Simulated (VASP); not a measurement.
Here is the system:

```
La
1.0
    1.83099    -3.29605     0.00000
    1.83099     3.29605     0.00000
    0.00000     0.00000    12.32331
La
4
Cartesian
  0.00000   0.00000   6.16165
  0.00000   0.00000   0.00000
  1.83099   1.09869   3.08083
  1.89586  -1.09869   9.24248
```
Cell charge +0.5.

Method: PBE GGA, VASP's PBE PAW potentials (set 64) (plane waves; VASP). Run with NELECT = 43.5, 400 eV cut-off, 9×9×3 Γ-centred mesh, Gaussian smearing of 0.050 eV, potentials La.

The cell is charged, with a uniform compensating background.

Question: Which forces act on the atoms, in eV/Å?

Answer: 
| atom | Fx | Fy | Fz |
|---|---|---|---|
| La1 | 0.017 | 0.000 | -0.001 |
| La2 | 0.017 | 0.000 | 0.001 |
| La3 | 0.013 | 0.037 | 0.000 |
| La4 | -0.046 | -0.038 | 0.000 |

Question: Give the stress tensor in GPa (positive for a compressed cell).

Answer: 
```
-3.86   0.05   0.00
 0.05  -5.77   0.00
 0.00   0.00  -6.00
```
The pressure is its mean diagonal, -5.21 GPa.

The compound is La in the dhcp structure. The cell was not relaxed at this level. The run is one of a series of settings (ISMEAR = 0, NELECT = 43.5, SIGMA = 0.05 against the base run), some of them coarse on purpose.
